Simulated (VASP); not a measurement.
Output of a VASP run:

### OSZICAR
```
...
   4 F= -.25727388E+03 E0= -.25727388E+03  d E =-.325550E-01  mag=     1.0000
       N       E                     dE             d eps       ncg     rms          rms(c)
DAV:   1    -0.257277220346E+03   -0.33384E-02   -0.39637E-01   688   0.110E+00    0.196E-01
RMM:   2    -0.257279555289E+03   -0.23349E-02   -0.28413E-02   648   0.274E-01    0.687E-02
RMM:   3    -0.257280026967E+03   -0.47168E-03   -0.45985E-03   682   0.112E-01    0.482E-02
RMM:   4    -0.257280039044E+03   -0.12076E-04   -0.60642E-04   654   0.435E-02    0.283E-02
RMM:   5    -0.257280046147E+03   -0.71034E-05   -0.16091E-04   642   0.220E-02    0.102E-02
RMM:   6    -0.257280047809E+03   -0.16620E-05   -0.38864E-05   451   0.101E-02
   5 F= -.25728005E+03 E0= -.25728005E+03  d E =-.387197E-01  mag=     1.0000
       N       E                     dE             d eps       ncg     rms          rms(c)
DAV:   1    -0.257280089594E+03   -0.43447E-04   -0.10750E-02   768   0.181E-01    0.333E-02
RMM:   2    -0.257280157515E+03   -0.67921E-04   -0.80119E-04   648   0.461E-02    0.119E-02
RMM:   3    -0.257280170829E+03   -0.13314E-04   -0.12861E-04   554   0.190E-02    0.788E-03
RMM:   4    -0.257280171314E+03   -0.48496E-06   -0.17090E-05   413   0.735E-03
   6 F= -.25728017E+03 E0= -.25728017E+03  d E =-.388432E-01  mag=     1.0000
       N       E                     dE             d eps       ncg     rms          rms(c)
DAV:   1    -0.257285867181E+03   -0.56964E-02   -0.19305E-01   688   0.826E-01    0.158E-01
RMM:   2    -0.257286796235E+03   -0.92905E-03   -0.13394E-02   648   0.210E-01    0.607E-02
RMM:   3    -0.257287001779E+03   -0.20554E-03   -0.23897E-03   687   0.869E-02    0.380E-02
RMM:   4    -0.257286994349E+03    0.74293E-05   -0.28014E-04   650   0.326E-02    0.165E-02
RMM:   5    -0.257287000886E+03   -0.65371E-05   -0.83509E-05   615   0.166E-02
   7 F= -.25728700E+03 E0= -.25728700E+03  d E =-.682957E-02  mag=     1.0000
       N       E                     dE             d eps       ncg     rms          rms(c)
DAV:   1    -0.257287794360E+03   -0.80001E-03   -0.58816E-02   720   0.456E-01    0.889E-02
RMM:   2    -0.257288092522E+03   -0.29816E-03   -0.42606E-03   648   0.118E-01    0.347E-02
RMM:   3    -0.257288163146E+03   -0.70624E-04   -0.78116E-04   692   0.493E-02    0.222E-02
RMM:   4    -0.257288161234E+03    0.19116E-05   -0.90312E-05   623   0.186E-02
   8 F= -.25728816E+03 E0= -.25728816E+03  d E =-.798992E-02  mag=     1.0000
       N       E                     dE             d eps       ncg     rms          rms(c)
DAV:   1    -0.257288172580E+03   -0.94338E-05   -0.87429E-04   766   0.561E-02    0.125E-02
RMM:   2    -0.257288176049E+03   -0.34690E-05   -0.69887E-05   605   0.150E-02    0.563E-03
RMM:   3    -0.257288177420E+03   -0.13714E-05   -0.14057E-05   375   0.662E-03    0.330E-03
RMM:   4    -0.257288177632E+03   -0.21243E-06   -0.23348E-06   248   0.264E-03
   9 F= -.25728818E+03 E0= -.25728818E+03  d E =-.800632E-02  mag=     1.0000
       N       E                     dE             d eps       ncg     rms          rms(c)
DAV:   1    -0.257289131039E+03   -0.95362E-03   -0.57456E-02   656   0.448E-01    0.854E-02
RMM:   2    -0.257289431771E+03   -0.30073E-03   -0.39381E-03   648   0.113E-01    0.275E-02
RMM:   3    -0.257289491139E+03   -0.59367E-04   -0.66564E-04   683   0.465E-02    0.178E-02
RMM:   4    -0.257289491085E+03    0.53647E-07   -0.88702E-05   617   0.180E-02
  10 F= -.25728949E+03 E0= -.25728949E+03  d E =-.131345E-02  mag=     1.0000
```

File OUTCAR:
```
------------------------ aborting loop because EDIFF is reached ----------------------------------------
  FORCE on cell =-STRESS in cart. coord.  units (eV):
  Direction    XX          YY          ZZ          XY          YZ          ZX
  --------------------------------------------------------------------------------------
  Total       23.1467438     23.1387234     23.1163532     -0.0060049     -0.0322725      0.0192896
  in kB       24.2433751     24.2349747     24.2115447     -0.0062894     -0.0338014      0.0202035
  external PRESSURE =      24.2299648 kB  Pullay stress =       0.0000000 kB
  volume of cell :     1529.70
      direct lattice vectors                 reciprocal lattice vectors
    11.522210421  0.000000000  0.000000000     0.086788903  0.000000000  0.000000000
     0.000000000 11.522210421  0.000000000     0.000000000  0.086788903  0.000000000
     0.000000000  0.000000000 11.522210421     0.000000000  0.000000000  0.086788903
  FREE ENERGIE OF THE ION-ELECTRON SYSTEM (eV)
  ---------------------------------------------------
  free  energy   TOTEN  =      -257.2894910849 eV

  energy  without entropy=     -257.2894910794  energy(sigma->0) =     -257.28949108

 total charge

# of ion       s       p       d       tot
------------------------------------------
    1        1.107   1.115   0.122   2.344
    2        1.076   1.139   0.126   2.341
    3        1.076   1.139   0.126   2.341
    4        1.085   1.135   0.126   2.345
    5        1.076   1.139   0.127   2.341
    6        1.086   1.134   0.126   2.345
    7        1.076   1.139   0.127   2.341
    8        1.076   1.139   0.126   2.341
    9        1.078   1.144   0.128   2.351
   10        1.078   1.145   0.129   2.352
   11        1.086   1.134   0.126   2.346
   12        1.078   1.144   0.128   2.351
   13        1.076   1.139   0.127   2.341
   14        1.107   1.115   0.122   2.345
   15        1.076   1.139   0.126   2.341
   16        1.076   1.139   0.127   2.341
   17        1.078   1.145   0.129   2.352
   18        1.078   1.145   0.129   2.352
   19        1.107   1.115   0.122   2.344
   20        1.078   1.145   0.128   2.351
   21        1.078   1.144   0.128   2.350
   22        1.076   1.139   0.127   2.341
   23        1.078   1.145   0.129   2.351
   24        1.078   1.145   0.129   2.351
   25        1.076   1.139   0.127   2.341
   26        1.086   1.134   0.126   2.345
   27        1.078   1.145   0.129   2.351
   28        1.076   1.139   0.127   2.341
   29        1.078   1.145   0.129   2.352
   30        1.078   1.144   0.128   2.351
   31        1.076   1.139   0.127   2.341
   32        1.216   1.586   0.025   2.827
   33        1.216   1.586   0.025   2.827
   34        1.216   1.586   0.025   2.827
   35        1.212   1.589   0.024   2.825
   36        1.212   1.592   0.024   2.828
   37        1.212   1.592   0.024   2.827
   38        1.212   1.589   0.024   2.825
   39        1.212   1.592   0.024   2.828
   40        1.234   1.532   0.027   2.792
   41        1.212   1.592   0.024   2.828
   42        1.212   1.591   0.024   2.827
   43        1.212   1.592   0.024   2.827
   44        1.212   1.589   0.024   2.825
   45        1.216   1.586   0.025   2.827
   46        1.216   1.586   0.025   2.827
   47        1.212   1.592   0.024   2.828
   48        1.234   1.532   0.027   2.792
...
```
(Selected blocks of OUTCAR.)

POSCAR:
```
Ga31As33
1
   11.5222104212    -0.0000000000    -0.0000000000
   -0.0000000000    11.5222104212     0.0000000000
    0.0000000000     0.0000000000    11.5222104212
Ga As
31 33
Direct
  0.5000000000   0.0000000000   0.0000000000
  0.7500000000   0.2500000000   0.0000000000
  0.7500000000   0.0000000000   0.2500000000
  0.0000000000   0.0000000000   0.0000000000
  0.2500000000   0.2500000000   0.0000000000
  0.5000000000   0.5000000000   0.0000000000
  0.7500000000   0.7500000000   0.0000000000
  0.2500000000   0.0000000000   0.2500000000
  0.5000000000   0.2500000000   0.2500000000
  0.7500000000   0.5000000000   0.2500000000
  0.5000000000   0.0000000000   0.5000000000
  0.7500000000   0.2500000000   0.5000000000
  0.7500000000   0.0000000000   0.7500000000
  0.0000000000   0.5000000000   0.0000000000
  0.2500000000   0.7500000000   0.0000000000
  0.0000000000   0.2500000000   0.2500000000
  0.2500000000   0.5000000000   0.2500000000
  0.5000000000   0.7500000000   0.2500000000
  0.0000000000   0.0000000000   0.5000000000
  0.2500000000   0.2500000000   0.5000000000
  0.7500000000   0.7500000000   0.5000000000
  0.2500000000   0.0000000000   0.7500000000
  0.5000000000   0.2500000000   0.7500000000
  0.7500000000   0.5000000000   0.7500000000
  0.0000000000   0.7500000000   0.2500000000
  0.0000000000   0.5000000000   0.5000000000
  0.2500000000   0.7500000000   0.5000000000
  0.0000000000   0.2500000000   0.7500000000
  0.2500000000   0.5000000000   0.7500000000
  0.5000000000   0.7500000000   0.7500000000
  0.0000000000   0.7500000000   0.7500000000
  0.6250000000   0.1250000000   0.1250000000
  0.8750000000   0.3750000000   0.1250000000
  0.8750000000   0.1250000000   0.3750000000
  0.1250000000   0.1250000000   0.1250000000
  0.3750000000   0.3750000000   0.1250000000
  0.6250000000   0.6250000000   0.1250000000
  0.8750000000   0.8750000000   0.1250000000
  0.3750000000   0.1250000000   0.3750000000
  0.6254130000   0.3791350000   0.3785160000
  0.8750000000   0.6250000000   0.3750000000
  0.6250000000   0.1250000000   0.6250000000
  0.8750000000   0.3750000000   0.6250000000
  0.8750000000   0.1250000000   0.8750000000
  0.1250000000   0.6250000000   0.1250000000
  0.3750000000   0.8750000000   0.1250000000
  0.1250000000   0.3750000000   0.3750000000
  0.3759360000   0.6266890000   0.3753570000
  0.6250000000   0.8750000000   0.3750000000
  0.1250000000   0.1250000000   0.6250000000
  0.3760740000   0.3791450000   0.6264650000
  0.4995300000   0.4975620000   0.5034130000
  0.6228940000   0.6213760000   0.6265390000
  0.8750000000   0.8750000000   0.6250000000
  0.3750000000   0.1250000000   0.8750000000
  0.6250000000   0.3750000000   0.8750000000
  0.8750000000   0.6250000000   0.8750000000
  0.1250000000   0.8750000000   0.3750000000
  0.1250000000   0.6250000000   0.6250000000
  0.3750000000   0.8750000000   0.6250000000
  0.1250000000   0.3750000000   0.8750000000
  0.3750000000   0.6250000000   0.8750000000
  0.6250000000   0.8750000000   0.8750000000
  0.1250000000   0.8750000000   0.8750000000
```

Reconstruct the remaining input files.

One answer among several that fit: the input of the run itself, PBE GGA, plane waves, VASP's PBE PAW potentials (set 64).

INCAR:
```
ALGO = Fast
EDIFF = 1E-5
EDIFFG = -0.03
ENCUT = 400
GGA = PE
IBRION = 2
ISIF = 2
ISMEAR = 0
ISPIN = 2
ISYM = 0
LASPH = T
LCHARG = F
LMAXMIX = 4
LORBIT = 10
LREAL = Auto
LWAVE = T
MAGMOM = 64*0.0156
NELECT = 259.0
NELM = 100
NELMIN = 4
NSW = 60
NUPDOWN = 1
PREC = Normal
SIGMA = 0.05
SYSTEM = Ga31As33
```

**KPOINTS**
```
Automatic
0
G
1 1 1
0 0 0
```

POTCAR, in this order: Ga As (PBE.64 set). Program: vasp_gam.

The cell is charged, with a uniform compensating background. The supercell is sampled at Γ alone, which is coarse: total energies, pressure and levels can be off, energies of defects by several tenths of an eV.

The cell is a supercell with a defect, built from GaAs (zinc blende): As_Ga, charge -1.
